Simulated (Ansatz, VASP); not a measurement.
# LaCu2 in two plane-wave programs, part 2 of 2

Wanted: the spread between two codes on one cell, functional and k mesh.

VASP 6.6.1 and Ansatz 0.2.0.

So far: Starting point; VASP: relaxation of cell and atoms, LDA.

## (3) Ansatz: relaxation of cell and atoms, LDA

Level of this step: Ansatz beside VASP: Kohn-Sham DFT, plane waves, LDA (Ansatz).

Ansatz runs on its default PAW (the set named soft_2) files.

The same cell, functional (in two slightly different forms), mesh and smearing now go to Ansatz, which takes its cutoff from its data sets.

Input file input.yaml:

```yaml
crystal:
  lattice:
    - [4.2192765632, 0.0, 0.0]
    - [-2.1096382816, 3.6540006893, 0.0]
    - [0.0, 0.0, 3.7178940798]
  atoms:
    - { symbol: La, position: [0.0, 0.0, 0.0] }
    - { symbol: Cu, position: [0.6666666667, 0.3333333333, 0.5] }
    - { symbol: Cu, position: [0.3333333333, 0.6666666667, 0.5] }
hamiltonian:
  xc: lda
  pseudopotentials: { kind: paw }
kpoints:
  mp_grid: { grid: [7, 7, 7] }
scf:
  occupations: { method: methfessel_paxton, width: 0.15 }
relax:
  f_tol: 0.01
  max_steps: 60
  cell: { stress_tol: 0.05 }
output:
  forces: true
  stress: true
```

The run is started by

```sh
ansatz run input.yaml --threads 4 --pin off --max-ram 9216MiB --backend cpu --events-out ev --progress --plain --runs-dir out
```

Numbers of over 12 decimals in the logs are rounded to 6 here.

The program printed:

```text
Engine: ansatz 0.2.0, x86_64-unknown-linux-gnu
Pseudopotentials: kind: paw
Pseudopotential: La, paw, valence charge 11, recommended cutoff 420 eV (normal), La.paw.azcp
Pseudopotential: Cu, paw, valence charge 19, recommended cutoff 420 eV (normal), Cu.paw.azcp
Functional definition: SPW92
  exchange = slater_x
  correlation = pw_c
Crystal: 3 atoms, lattice volume = 57.320 Å³
Basis set: ecut = 420 eV, 1147 PW (Γ)
Bands: 30, of which v1, the nominal top of the filled ones, is band 25 counted from 1 (24 counted from 0)
Symmetry: 24 space group operations
Space group: P6/mmm (ITA 191), of the structure as read, at distance tolerance 3.9e-5 Å
k-points: 32 of 343
Non-local potential: La, projectors of the file, l = 0: 3, l = 1: 2, l = 2: 2, l = 3: 3
Non-local potential: Cu, projectors of the file, l = 0: 3, l = 1: 2, l = 2: 3, l = 3: 1
PAW form: soft (Blöchl's): semilocal exchange-correlation on the pseudo side does not see the compensation charge
PAW frozen core: La, regenerated for the run's functional, and the local potential with it (the file was generated under x = pbe(κ = 0.804, μ = 0.219515), c = pbe(β = 0.066725))
PAW frozen core: Cu, regenerated for the run's functional, and the local potential with it (the file was generated under x = pbe(κ = 0.804, μ = 0.219515), c = pbe(β = 0.066725))
PAW one-centre angular grid: La, 590 points (default); XC on 64 Gauss nodes
PAW one-centre angular grid: Cu, 590 points (default); XC on 64 Gauss nodes
Initial density: superposition of atomic densities (neutral atoms: chi_scale 0, normalization atom), corrected by the library's trained network
Initial wavefunctions: pseudopotential atomic-orbital guess
Functional: x = slater, c = lda
SCF iter   1: F=—  HF=-19188.049654 eV  |F-HF|=—  |Δ(HF+E_count)|=         —  Δρ=1.54e-2  dr2=6.36e-2  ethr=1.77e-3  ⟨swp⟩=4.5  Hψ=3333  notcnv=0
preconditioner: auto → Kerker (q_TF=auto, 2.658 Å⁻¹)  [metal: Δε(μ)=0.098 eV  Ē_g=7.148 eV  σ=0.150 eV  W_gap=0.47  n_scr=20 (ndim 8)  ℏωp=27.3 eV  f_vac=0.000  D(μ)=2.47/eV (n_scr^D=20)]
SCF iter   2: F=—  HF=-19188.051709 eV  |F-HF|=—  |Δ(HF+E_count)|=   2.06e-3  S|Δr|=    0.00e0  Δρ=1.35e-2  dr2=7.81e-2  ethr=1.30e-4  ⟨swp⟩=2.1  Hψ=2155  notcnv=0  defer=23
SCF iter   3: F=—  HF=-19188.034748 eV  |F-HF|=—  |Δ(HF+E_count)|=   1.70e-2  S|Δr|=    0.00e0  Δρ=2.49e-3  dr2=2.19e-3  ethr=1.30e-4  ⟨swp⟩=2.0  Hψ=1380  notcnv=0  defer=23
SCF iter   4: F=—  HF=-19188.033863 eV  |F-HF|=—  |Δ(HF+E_count)|=   8.85e-4  S|Δr|=    0.00e0  Δρ=3.13e-4  dr2=1.05e-4  ethr=4.47e-6  ⟨swp⟩=2.0  Hψ=1741  notcnv=0  defer=23
SCF iter   5: F=—  HF=-19188.033838 eV  |F-HF|=—  |Δ(HF+E_count)|=   2.52e-5  S|Δr|=    0.00e0  Δρ=6.41e-5  dr2=3.45e-6  ethr=2.15e-7  ⟨swp⟩=2.0  Hψ=1371  notcnv=0  defer=23
SCF iter   6: F=—  HF=-19188.033839 eV  |F-HF|=—  |Δ(HF+E_count)|=   7.84e-7  S|Δr|=    0.00e0  Δρ=1.20e-4  dr2=6.70e-6  ethr=7.04e-9  ⟨swp⟩=2.0  Hψ=1746  notcnv=0  defer=23
SCF iter   7: F=—  HF=-19188.033837 eV  |F-HF|=—  |Δ(HF+E_count)|=   1.09e-6  S|Δr|=    0.00e0  Δρ=2.07e-5  dr2=1.52e-7  ethr=7.04e-9  ⟨swp⟩=2.0  Hψ=1325  notcnv=0  defer=23
SCF iter   8: F=-19188.033837 eV  HF=-19188.033837 eV  |F-HF|=4.58e-9  |Δ(HF+E_count)|=   1.80e-8  S|Δr|=    0.00e0  Δρ=2.83e-6  dr2=7.83e-9  ethr=2.04e-10  ⟨swp⟩=5.2  Hψ=3535  notcnv=0
SCF 1 converged in 8 iterations: F = -19188.033837 eV  dr2 = 7.83e-9
  greatest PAW one-centre occupation: 1.000 electrons in one spin orbital (limit 2), on the Cu atom at site 2 (counted from 0), in its partial waves of l = 0
relax step   1: F+E_penalty+E_count = -19188.03383749 eV  Δ(F+E_penalty+E_count) = +0.000e0 eV  max|allowed force component| = 4.626e-17 eV/Å  Δτ_max = 0.0000 Å  P = -0.020 GPa  Ω = 57.320 Å³  (8 SCF iters, dr2 threshold 1.00e-7 eV, accepted)
[...]
relax step   2: F+E_penalty+E_count = -19188.03571684 eV  Δ(F+E_penalty+E_count) = -1.879e-3 eV  max|allowed force component| = 4.915e-17 eV/Å  Δτ_max = 0.0000 Å  P = -0.304 GPa  Ω = 57.652 Å³  energy of the carried Pulay correction = -7.245e-5 eV  (7 SCF iters, dr2 threshold 3.00e-7 eV, accepted)
[...]
relax step   3: F+E_penalty+E_count = -19188.03564442 eV  Δ(F+E_penalty+E_count) = +7.241e-5 eV  max|allowed force component| = 5.551e-17 eV/Å  Δτ_max = 0.0000 Å  P = +0.550 GPa  Ω = 57.258 Å³  energy of the carried Pulay correction = +4.325e-5 eV  (6 SCF iters, dr2 threshold 3.00e-7 eV, rejected (line search))
[...]
relax step   4: F+E_penalty+E_count = -19188.03641563 eV  Δ(F+E_penalty+E_count) = -6.988e-4 eV  max|allowed force component| = 4.838e-17 eV/Å  Δτ_max = 0.0000 Å  P = -0.019 GPa  Ω = 57.537 Å³  energy of the carried Pulay correction = -3.649e-5 eV  (9 SCF iters, accepted)
[...]
relax step   5: F+E_penalty+E_count = -19188.03644416 eV  Δ(F+E_penalty+E_count) = -2.853e-5 eV  max|allowed force component| = 5.609e-17 eV/Å  Δτ_max = 0.0000 Å  P = -0.004 GPa  Ω = 57.553 Å³  energy of the carried Pulay correction = -3.822e-5 eV  (5 SCF iters, dr2 threshold 1.02e-8 eV, accepted)
[...]
relax step   6: F+E_penalty+E_count = -19188.03648877 eV  Δ(F+E_penalty+E_count) = -4.461e-5 eV  max|allowed force component| = 5.840e-17 eV/Å  Δτ_max = 0.0000 Å  P = -0.002 GPa  Ω = 57.553 Å³  stress off target by 2.51e-3 GPa  SCF on the basis re-selected at this cell (its energy is not comparable with the rows above)  (7 SCF iters)
basis re-selected at this cell: Δ(F+E_penalty+E_count) = -4.461e-5 eV, ΔP = +0.003 GPa vs the last step (what re-selecting the basis moved, of the pressure what is left beyond the Pulay correction that the steps carried, after the strain that the cell walked since its last selection, with what the two solves' SCF thresholds leave and, on support functions, any second-order correction that the steps lacked; it is no measure of the basis error at this ecutwfc). The dense FFT grid was sized anew with the basis: this SCF ran on 30×30×27 points, the steps before it on 30×30×25, so part of this shift can come from that change (see relax.cell in the input reference). [rest of the remark cut]
SCF converged after 7 iterations
Stability not checked: this state was not tested for a lower state beside it, because cold or Methfessel-Paxton smearing, or corrected tetrahedra, fill the levels in a way that the test cannot read (fill_not_monotonic; see scf.lower_state_search)
Free energy (F): -19188.036489 eV
Harris-Foulkes:  -19188.036489 eV  (|F-HF|=0.00e0)
Internal energy: -19188.034725 eV  (E = F + TS)
E sigma→0 (E₀):  -19188.036048 eV
Entropy (-TS):   -0.001764 eV (-0.588 meV/atom)
Fermi energy:    13.827343 eV
--- Per-component energies (eV) ---
  E_band       = -850.928727
  E_kinetic    = 796.783533
  E_local      = -10758.300968  (includes V_loc(G=0)·N_el)
  E_nonlocal   = 881.579453
  E_hartree    = 4786.014380
  E_xc         = -317.754257
  E_vxc        = -380.080276  (∫ρ·V_xc dr)
  E_paw        = -8425.953586  (= ΣΔE_a)
  E_vpaw       = -962.939905  (= ΣTr[D̂ρ^β])
  E_aug_tail   = 0.000490  (compensation charges beyond the density's cutoff)
  E_ewald      = -6151.625806
  E_core_change = 1.222036  (= ΣΔE_core)
  E_smearing   = -0.001764  (= −TS)
  E_closure    = -0.000000  (closes the sum)
  Σ components = -19188.036489   (vs F -19188.036489, Δ=0.00e0)
--- Forces (eV/Å), atoms counted from 1 ---
  atom   1  La     0.00000000     0.00000000     0.00000000
  atom   2  Cu    -0.00000000    -0.00000000     0.00000000
  atom   3  Cu    -0.00000000     0.00000000    -0.00000000
  max |Σ_I F_I| component: 9.25e-18 eV/Å
--- Stress (GPa, compression-positive) ---
       -0.001049       0.000000      -0.000000
        0.000000      -0.001049       0.000000
       -0.000000       0.000000      -0.002513
  P = ⅓ Tr σ = -0.0015 GPa (-0.015 kbar)
--- Relaxed structure (5 steps of the walk, 4 accepted, 1 SCFs on fresh bases) ---
  F+E_penalty+E_count = -19188.03648877 eV   max|allowed force component| = 5.840e-17 eV/Å   (the final SCF, on the basis selected at the relaxed cell)
  cell:  # Å, volume = 57.5532 Å³
    - [4.195909, 0, 0]
    - [-2.097955, 3.633764, 0]
    - [0, 0, 3.774736]
  atoms:
    - { symbol: La, position: [0, 0, 0] }
    - { symbol: Cu, position: [0.666667, 0.333333, 0.5] }
    - { symbol: Cu, position: [0.333333, 0.666667, 0.5] }
```

Run time: 4.2 s. Hardware: 4 threads of Intel Xeon Platinum 8375C at 2.90GHz (Ice Lake), shared host; peak memory 0.62 GiB; 14 s of CPU time.

## (4) Differences

Known differences besides the potentials themselves: the two LDA forms differ slightly; both relaxations stop at a tolerance, which leaves soft axes loose, and VASP keeps its plane-wave basis; the data sets hold 49 valence electrons in Ansatz (default PAW (the set named soft_2) files) and 33 in VASP; the cutoff is 420 eV in Ansatz and 390 eV in VASP; VASP's log shows a relativistic correction to its local exchange, Ansatz's none; Ansatz adds a Pulay correction to the stress that steers its cell, VASP none. Total energies have different zeros and are not compared.

Both answers:

| quantity | Ansatz | VASP | difference |
| --- | --- | --- | --- |
| volume (Å³) | 57.55 | 57.51 | +0.08 % |
| edge a after relaxation, in the typed setting (Å) | 4.196 | 4.199 | -0.08 % |
| edge c after relaxation, in the typed setting (Å) | 3.775 | 3.766 | +0.23 % |

The walks stopped with 0.00 GPa left in Ansatz and -0.05 GPa in VASP; each walk ends within a tolerance, so the volume difference is uncertain by about these residues over the bulk modulus, most in soft cells.

## (5) What came out

```
difference in edge c after relaxation, in the typed setting (relaxation of cell and atoms, LDA) : 0.23 %
```

What this shows: The difference in edge c after relaxation, in the typed setting is 0.23 % (relaxation of cell and atoms, LDA), within the 1.2 % picked in this series as the mark of a large difference, as far as the stopping tolerances let one tell. Such differences can come from data sets, numerical settings and the points named under the comparisons, not from the functional's error against experiment.

[Lines on the potential files, build, host, timing and source positions are cut from VASP's logs without a mark.]

[Logs are printed without paths, hosts, clocks, repeated set-up lines and the standing remarks that a program may print on its own settings, such as how far it seeks lower states.]

[Hosts, paths, dates, database ids (printed as entryN), source tags and the programs' standing remarks are cut or masked in the printed files.]
